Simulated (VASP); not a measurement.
Data:

```xyz
1
Lattice="-2.1067 2.1067 2.1067 2.1067 -2.1067 2.1067 2.1067 2.1067 -2.1067" Properties=species:S:1:pos:R:3 pbc="T T T"
La     0.0000     0.0000     0.0000
```

Calculation: PBEsol GGA, VASP's PBE PAW potentials (set 64) (plane waves; VASP 6.6.1). Numerical set-up: 400 eV cut-off, 11×11×11 Γ-centred mesh, first-order Methfessel-Paxton smearing of 0.10 eV, potentials La.

Energy and stress use the plane-wave basis of the starting cell.

Task: The ions, cell shape and volume are relaxed. Predict the relaxed structure.

Result: 
```xyz
1
Lattice="-2.0553 2.0553 2.0553 2.0553 -2.0553 2.0553 2.0553 2.0553 -2.0553" Properties=species:S:1:pos:R:3 pbc="T T T"
La     0.0000     0.0000     0.0000
```
Space group Im-3m (229), at a tolerance of 0.03 Å.

Task: How do energy and volume change from the first to the last step?

Result: The energy (σ→0) changes by -15.6 meV/atom and the volume by -7.1 %, in 3 ionic steps.

| step | E(σ→0) (eV) | max force (eV/Å) | pressure (GPa) | volume (Å³) |
|---|---|---|---|---|
| 1 | -5.1806 | 0.000 | -1.76 | 37.40 |
| 2 | -5.1955 | 0.000 | -0.36 | 35.21 |
| 3 | -5.1962 | 0.000 | -0.01 | 34.73 |

The structure was generated: La was put into the bcc type (Im-3m), which need not be its known phase. This run relaxes it. Symmetry was kept, so distortions that lower it aren't found.
